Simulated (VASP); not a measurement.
# LuCuTeSe with vdW-DF-cx: from relaxation to properties, part 4 of 4

What structure does LuCuTeSe take at this level, and what are its properties? The cell is invented: it takes the structure of a Materials Project entry for LuCuSe2 (space group 156 there), with some of its atoms replaced by other elements, volume scaled by an estimate. It may not be a known or stable phase.

VASP 6.6.1; vdW-DF-cx, 4f electrons in the core; plane waves and PAW (Lu_3, Te, Se, Cu); invented cell.

Still holding for the runs below: The data set Lu_3 holds the 4f electrons frozen in the core, so no f bands or f moments appear.

So far, gap on the k-mesh (eV): step 2 (rough relaxation of the start cell) 0.869; step 3 (full relaxation (vdW-DF-cx)) 0.840; step 4 (density, ELF and potential (vdW-DF-cx)) 0.840. The relaxed cell has a = 4.181, c = 6.465 Å (conventional setting).

**6. Total and projected DOS (vdW-DF-cx)**

Here the states are counted by energy and projected on the atoms. The mesh is finer than in the run before.

INCAR

```
SYSTEM = LuCuTeSe
PREC = Accurate
ENCUT = 400
EDIFF = 1E-06
NELM = 100
ISMEAR = -5
SIGMA = 0.05
LREAL = .FALSE.
ALGO = Normal
GGA = CX
AGGAC = 0
LUSE_VDW = .TRUE.
LASPH = .TRUE.
NBANDS = 30
LORBIT = 11
LWAVE = .FALSE.
LCHARG = .FALSE.
KPAR = 2
NEDOS = 2001
```

POSCAR

```
LuCuTeSe
1.0
    4.1811051155     -0.0000000052      0.0000000000
   -2.0905530669      3.6209430260      0.0000000000
    0.0000000000      0.0000000000      6.4645697604
Lu Te Se Cu
1 1 1 1
Direct
    0.0000000000      0.0000000000      0.7802760684
    0.3333333300      0.6666666700      0.0721007154
    0.6666666700      0.3333333300      0.5702553107
    0.6666666700      0.3333333300      0.1965679056
```

KPOINTS

```
Automatic mesh
0
Gamma
11 11 6
0 0 0
```

Potentials, in the order of the species: Lu_3, Te, Se and Cu (PBE family, release 64).

On the command line:

```sh
$ mpirun -np 2 vasp_std
```

What it wrote:

```text
[... set-up lines as in an earlier step ...]
 entering main loop
       N       E                     dE             d eps       ncg     rms          rms(c)
DAV:   1     0.181445013532E+03    0.18145E+03   -0.10957E+04  7566   0.964E+02
DAV:   2     0.421435402306E+00   -0.18102E+03   -0.16289E+03  7992   0.347E+02
DAV:   3    -0.113498176464E+02   -0.11771E+02   -0.11470E+02  8276   0.825E+01
DAV:   4    -0.116361297087E+02   -0.28631E+00   -0.28578E+00  7852   0.959E+00
DAV:   5    -0.116458524855E+02   -0.97228E-02   -0.97191E-02  6856   0.191E+00    0.225E+01
DAV:   6    -0.118335914960E+02   -0.18774E+00   -0.12147E+01  7828   0.777E+01    0.142E+01
DAV:   7    -0.105031603493E+02    0.13304E+01   -0.66703E+00  7384   0.647E+01    0.974E+00
DAV:   8    -0.106103083795E+02   -0.10715E+00   -0.78666E-01  8930   0.519E+00    0.236E+00
DAV:   9    -0.105283087926E+02    0.82000E-01   -0.41913E-01  7888   0.181E+01    0.791E-01
DAV:  10    -0.105204749201E+02    0.78339E-02   -0.72635E-02  8758   0.779E+00    0.233E-01
DAV:  11    -0.105210172724E+02   -0.54235E-03   -0.99172E-03  9336   0.146E+00    0.185E-01
DAV:  12    -0.105209588290E+02    0.58443E-04   -0.97535E-04  9494   0.632E-01    0.104E-01
DAV:  13    -0.105209787407E+02   -0.19912E-04   -0.10851E-04  7480   0.110E-01    0.364E-02
DAV:  14    -0.105209813043E+02   -0.25635E-05   -0.21011E-05  9008   0.108E-01    0.149E-02
DAV:  15    -0.105209811056E+02    0.19870E-06   -0.15470E-06  4458   0.402E-02
   1 F= -.10520981E+02 E0= -.10520981E+02  d E =0.000000E+00
```

Run time: 3 min. Hardware: 2 MPI ranks of AMD EPYC 7R43, shared host; peak memory 0.98 GiB.

OUTCAR, selected parts (step 6):

```text
   k-points           NKPTS =     84   k-points in BZ     NKDIM =     84   number of bands    NBANDS=     30

   NELECT =      32.0000    total number of electrons

 E-fermi :   4.8169

 k-point     1 :       0.0000    0.0000    0.0000
  band No.  band energies     occupation
    ...
     12       2.3686      2.00000
     13       2.3686      2.00000
     14       4.6538      2.00000
     15       4.8136      2.00000
     16       4.8136      2.00000
     17       6.4333      0.00000
     18       6.6813      0.00000
     19       6.6813      0.00000
     20       6.9974      0.00000
     21       7.5842      0.00000
    ...

Total vdW correction in eV:      6.1226809

  Total       -0.0203116     -0.0203116      0.0148126      0.0000000      0.0000000     -0.0000000
  in kB       -0.3325086     -0.3325085      0.2424868      0.0000000      0.0000000     -0.0000000
  external PRESSURE =      -0.1408434 kB  Pullay stress =       0.0000000 kB

 POSITION                                       TOTAL-FORCE (eV/Angst)
 -----------------------------------------------------------------------------------
      0.00000      0.00000      5.04415        -0.000000     -0.000000     -0.008645
     -0.00000      2.41396      0.46610         0.000000     -0.000000     -0.000155
      2.09055      1.20698      3.68646        -0.000000      0.000000      0.008843
      2.09055      1.20698      1.27073         0.000000     -0.000000     -0.000043
 -----------------------------------------------------------------------------------
    total drift:                               -0.000028      0.000013      0.000976

  FREE ENERGIE OF THE ION-ELECTRON SYSTEM (eV)
  ---------------------------------------------------
  free  energy   TOTEN  =       -10.5209811056 eV

  energy  without entropy=      -10.5209811056  energy(sigma->0) =      -10.52098111

Total vdW correction in eV:      6.1225490

[... 6 parts as in an earlier step ...]

[... 10 further parts left out ...]
```

This step gave:

```yaml
irreducible_k_points: 84
fermi_energy: 4.817 eV
pressure: -0.01408 GPa
conduction_bottom_at_k: 0.4545, 0, 0
gap_on_the_k_mesh: 0.8187 eV
least_direct_gap_on_the_k_mesh: 1.620 eV
```

The density of states has structure finer than the step of the table below, so its rows give means over 0.5 eV, whole bins alone (the curve runs from -12.0 to 5.41 eV). Peaks (eV: height): total -4.60: 8.96, -3.75: 11.8, -2.99: 14.5, -2.48: 12.3; Cu d -3.83: 4.23, -2.99: 6.49, -2.65: 6.24, -2.48: 8.66; Lu d 2.53: 1.66, 3.04: 2.71, 3.46: 2.79, 4.05: 1.69; Se p -4.60: 1.33, -3.75: 2.13, -2.99: 2.87, -2.39: 1.54; Te p -5.70: 0.529, -4.60: 1.28, -3.83: 1.64, -1.38: 0.654.

States under -12.0 eV and over 5.4 eV are left out. Density of states against energy, zero at the valence-band top; means over each step; 7 of 10 lines; values in states/eV/cell:

| energy (eV) | total | Cu d | Lu d | Se p | Te p | Lu p | Lu s |
| --- | --- | --- | --- | --- | --- | --- | --- |
| -11.5 | 2.57 | 0.0357 | 0.0285 | 0.00102 | 0.00181 | 0.0359 | 0.00989 |
| -11.0 | 0 | 0 | 0 | 0 | 0 | 0 | 0 |
| -10.5 | 0 | 0 | 0 | 0 | 0 | 0 | 0 |
| -10.0 | 0 | 0 | 0 | 0 | 0 | 0 | 0 |
| -9.5 | 0 | 0 | 0 | 0 | 0 | 0 | 0 |
| -9.0 | 0 | 0 | 0 | 0 | 0 | 0 | 0 |
| -8.5 | 0 | 0 | 0 | 0 | 0 | 0 | 0 |
| -8.0 | 0 | 0 | 0 | 0 | 0 | 0 | 0 |
| -7.5 | 0 | 0 | 0 | 0 | 0 | 0 | 0 |
| -7.0 | 0 | 0 | 0 | 0 | 0 | 0 | 0 |
| -6.5 | 0 | 0 | 0 | 0 | 0 | 0 | 0 |
| -6.0 | 0.773 | 0.0208 | 0.0181 | 0.0410 | 0.166 | 0.0152 | 0.0404 |
| -5.5 | 2.09 | 0.0956 | 0.0554 | 0.140 | 0.432 | 0.0383 | 0.0986 |
| -5.0 | 1.36 | 0.130 | 0.0373 | 0.165 | 0.218 | 0.0204 | 0.0821 |
| -4.5 | 3.42 | 0.427 | 0.110 | 0.480 | 0.511 | 0.0941 | 0.190 |
| -4.0 | 6.07 | 2.02 | 0.236 | 0.725 | 0.912 | 0.189 | 0.0189 |
| -3.5 | 4.26 | 1.58 | 0.182 | 0.733 | 0.368 | 0.107 | 0.0449 |
| -3.0 | 6.45 | 3.05 | 0.301 | 1.10 | 0.267 | 0.174 | 0.0227 |
| -2.5 | 8.37 | 5.82 | 0.308 | 0.680 | 0.0931 | 0.115 | 0.0319 |
| -2.0 | 3.71 | 2.22 | 0.151 | 0.256 | 0.192 | 0.0546 | 0.0400 |
| -1.5 | 4.10 | 1.90 | 0.212 | 0.317 | 0.479 | 0.108 | 0.0242 |
| -1.0 | 2.49 | 0.966 | 0.128 | 0.213 | 0.401 | 0.0706 | 0.00941 |
| -0.5 | 0.854 | 0.278 | 0.0423 | 0.0819 | 0.177 | 0.0200 | 0.00219 |
| 0.0 | 0.0706 | 0.0214 | 0.00229 | 0.00782 | 0.0171 | 0.00172 | 1.7e-4 |
| 0.5 | 5.8e-4 | 5.3e-5 | 1.9e-4 | 9.0e-6 | 1.7e-5 | 5.0e-6 | 3.6e-5 |
| 1.0 | 1.05 | 0.0725 | 0.392 | 0.0188 | 0.0279 | 0.00862 | 0.0472 |
| 1.5 | 2.43 | 0.100 | 1.06 | 0.0385 | 0.0588 | 0.0167 | 0.0630 |
| 2.0 | 2.22 | 0.0646 | 1.04 | 0.0417 | 0.0620 | 0.0267 | 0.0387 |
| 2.5 | 3.35 | 0.0846 | 1.34 | 0.0843 | 0.0865 | 0.0884 | 0.152 |
| 3.0 | 4.30 | 0.0671 | 1.99 | 0.109 | 0.103 | 0.118 | 0.141 |
| 3.5 | 3.97 | 0.0519 | 1.91 | 0.135 | 0.0803 | 0.132 | 0.0959 |
| 4.0 | 3.76 | 0.0576 | 1.26 | 0.167 | 0.0791 | 0.199 | 0.171 |
| 4.5 | 3.05 | 0.0468 | 0.897 | 0.127 | 0.100 | 0.230 | 0.0827 |
| 5.0 | 1.88 | 0.0314 | 0.484 | 0.0807 | 0.0792 | 0.157 | 0.0656 |

The gap on this mesh is 0.82 eV. In the top eV of the valence band the largest shares in the PAW spheres are Cu d 34 %, Te p 19 % and Se p 9 %. The rest lies in smaller channels or between the spheres.

**7. Elastic constants (vdW-DF-cx)**

IBRION = 6 with ISIF = 3 strains the cell both ways at fixed fractional positions, and adds the ions' share afterwards from the force constants. Stress converges slowly with the basis, so the cutoff is raised.

INCAR

```
SYSTEM = LuCuTeSe
PREC = Accurate
ENCUT = 500
EDIFF = 1E-07
NELM = 100
ISMEAR = 0
SIGMA = 0.05
LREAL = .FALSE.
ALGO = Normal
GGA = CX
AGGAC = 0
LUSE_VDW = .TRUE.
LASPH = .TRUE.
NBANDS = 22
LORBIT = 11
LWAVE = .FALSE.
LCHARG = .FALSE.
KPAR = 2
IBRION = 6
NFREE = 2
POTIM = 0.015
ISIF = 3
NSW = 1
```

POSCAR is that of step 6.

KPOINTS

```
Automatic mesh
0
Gamma
7 7 4
0 0 0
```

On the command line:

```sh
$ mpirun -np 2 vasp_std
```

What it wrote:

```text
[... set-up lines as in an earlier step ...]
 entering main loop
       N       E                     dE             d eps       ncg     rms          rms(c)
DAV:   1     0.192639484158E+03    0.19264E+03   -0.13123E+04  1848   0.151E+03
DAV:   2     0.234368038437E+01   -0.19030E+03   -0.17962E+03  1938   0.473E+02
DAV:   3    -0.111803907941E+02   -0.13524E+02   -0.13157E+02  2116   0.928E+01
DAV:   4    -0.116217220426E+02   -0.44133E+00   -0.43869E+00  1916   0.150E+01
[...]
DAV:  17    -0.105170175661E+02    0.27062E-06   -0.56936E-06  2328   0.620E-02    0.102E-02
DAV:  18    -0.105170171296E+02    0.43647E-06   -0.17331E-06  2374   0.247E-02    0.466E-03
DAV:  19    -0.105170170944E+02    0.35202E-07   -0.35503E-07  1186   0.426E-03
   1 F= -.10517017E+02 E0= -.10517017E+02  d E =-.121865E-10
 Found     8 degrees of freedom:
 Adding 6 more for cell shape distortion
 Finite differences POTIM= 0.01500 DOF=  14
 -----------------------------------------------------------------------------
|                                                                             |
|     EEEEEEE  RRRRRR   RRRRRR   OOOOOOO  RRRRRR      ###     ###     ###     |
|     E        R     R  R     R  O     O  R     R     ###     ###     ###     |
|     E        R     R  R     R  O     O  R     R     ###     ###     ###     |
|     EEEEE    RRRRRR   RRRRRR   O     O  RRRRRR       #       #       #      |
|     E        R   R    R   R    O     O  R   R                               |
|     E        R    R   R    R   O     O  R    R      ###     ###     ###     |
|     EEEEEEE  R     R  R     R  OOOOOOO  R     R     ###     ###     ###     |
|                                                                             |
|     RE_READ_KPOINTS: the new IBZ does not contain all k-points of the       |
|     original IBZ.                                                           |
|                                                                             |
|     ... try setting KBLOWUP=.FALSE.                                         |
|     ... as a last resort: switch off symmetry                               |
|                                                                             |
|       ---->  I REFUSE TO CONTINUE WITH THIS SICK JOB ... BYE!!! <----       |
|                                                                             |
 -----------------------------------------------------------------------------

1
1
```

Elapsed: 2.5 min, on 2 MPI ranks.

The run ended with an error.

VASP's message: “RE_READ_KPOINTS: the new IBZ does not contain all k-points of the original IBZ.”. No number of this run is used.

**8. Elastic constants (vdW-DF-cx), try 2**

IBRION = 6 with ISIF = 3 strains the cell both ways at fixed fractional positions, and adds the ions' share afterwards from the force constants.

INCAR, as its differences from that of step 7:

```diff
@@ -23 +23,2 @@
 NSW = 1
+KBLOWUP = .FALSE.
```

POSCAR is that of step 7.

KPOINTS is that of step 7.

On the command line:

```sh
$ mpirun -np 2 vasp_std
```

What it wrote:

```text
[banner, memory and clock lines left out]
running    2 mpi-ranks, on    1 nodes
[...]
[... a notice as in an earlier step ...]

 [... a notice as in an earlier step ...]

 LDA part: xc-table for (Slater+PW92), standard interpolation
 POSCAR, INCAR and KPOINTS ok, starting setup
[...]
WARNING: random wavefunctions but no delay for mixing, default for NELMDL
 entering main loop
       N       E                     dE             d eps       ncg     rms          rms(c)
DAV:   1     0.193387569188E+03    0.19339E+03   -0.13159E+04  1848   0.151E+03
DAV:   2     0.247436012803E+01   -0.19091E+03   -0.18013E+03  1914   0.473E+02
DAV:   3    -0.111399823249E+02   -0.13614E+02   -0.13204E+02  2098   0.927E+01
DAV:   4    -0.116199517630E+02   -0.47997E+00   -0.47721E+00  1898   0.155E+01
[...]
DAV:  17    -0.105170175096E+02    0.44335E-06   -0.56717E-06  2336   0.632E-02    0.781E-03
DAV:  18    -0.105170171461E+02    0.36352E-06   -0.16882E-06  2324   0.246E-02    0.445E-03
DAV:  19    -0.105170171110E+02    0.35101E-07   -0.33393E-07  1214   0.415E-03
   1 F= -.10517017E+02 E0= -.10517017E+02  d E =-.121762E-10
[... from here on, the cycles between the ionic steps are left out ...]
   2 F= -.10508751E+02 E0= -.10508751E+02  d E =-.228638E-18
   3 F= -.10506540E+02 E0= -.10506540E+02  d E =-.165626E-13
   5 F= -.10506513E+02 E0= -.10506513E+02  d E =-.664447E-16
   7 F= -.10507828E+02 E0= -.10507828E+02  d E =-.922397E-15
   9 F= -.10513853E+02 E0= -.10513853E+02  d E =-.575556E-12
  11 F= -.10513939E+02 E0= -.10513939E+02  d E =-.204499E-10
  13 F= -.10513955E+02 E0= -.10513955E+02  d E =-.259672E-20
  15 F= -.10516522E+02 E0= -.10516522E+02  d E =-.429286E-11
  17 F= -.10516191E+02 E0= -.10516191E+02  d E =-.135079E-16
  19 F= -.10516235E+02 E0= -.10516235E+02  d E =-.125619E-10
  21 F= -.10516482E+02 E0= -.10516482E+02  d E =-.315944E-13
  23 F= -.10516534E+02 E0= -.10516534E+02  d E =-.635319E-11
  25 F= -.10515847E+02 E0= -.10515847E+02  d E =-.402151E-11
  26 F= -.10516536E+02 E0= -.10516536E+02  d E =-.749403E-11
[...]
hard stop encountered!  aborting job ...
[...]
|     The electronic self-consistency was not achieved in the given           |
[...]
soft stop encountered!  aborting job ...
  27 F= -.10516557E+02 E0= -.10516557E+02  d E =-.457417E-11
 deleting file STOPCAR
```

Elapsed: 63 min, on 2 MPI ranks; peak memory 1.2 GiB.

The run was stopped at its time limit, by a STOPCAR file.

More ranks or a longer limit would be the way on.

**9. Outcome**

```yaml
relaxed_volume: 24.47 Å³/atom
relaxed_conventional_cell_a_b_c: 4.181, 4.181, 6.465 Å; angles 90.0, 90.0, 120.0°
space_group_after_relaxing_within_0p02_a: P3m1 (No. 156)
band_gap: 0.800 eV, indirect (least direct gap of that run 1.62 eV)
gap_among_the_points_of_the_dos_mesh_alone_an_upper_bound: 0.819 eV
```

**Reading.** With vdW-DF-cx, LuCuTeSe relaxes to 24.47 Å³/atom in space group P3m1 (held by the symmetry of the run) and has an indirect gap of 0.800 eV. Not obtained: elastic constants (vdW-DF-cx), because the run crashed. Not obtained: elastic constants (vdW-DF-cx), try 2, because the run hit its time limit. Bands along the symmetry lines (vdW-DF-cx): The path shows an indirect gap of 0.80 eV (valence top at Γ, conduction bottom at M). The least direct gap is 1.62 eV. Spin-orbit coupling is left out, and with elements this heavy it would split and shift bands near the edges, and it can change the kind of a small gap. No search among competing phases was made. All values are for a static lattice at zero temperature.

[Lines on the potential files, build, host, timing and source positions are cut from VASP's logs without a mark.]

[Logs are printed without paths, hosts, clocks, repeated set-up lines and the standing remarks that a program may print on its own settings, such as how far it seeks lower states.]

[Hosts, paths, dates, database ids (printed as entryN), source tags and the programs' standing remarks are cut or masked in the printed files.]

[A measured line is paired with the nearest computed mode of its activity, which favours agreement.]
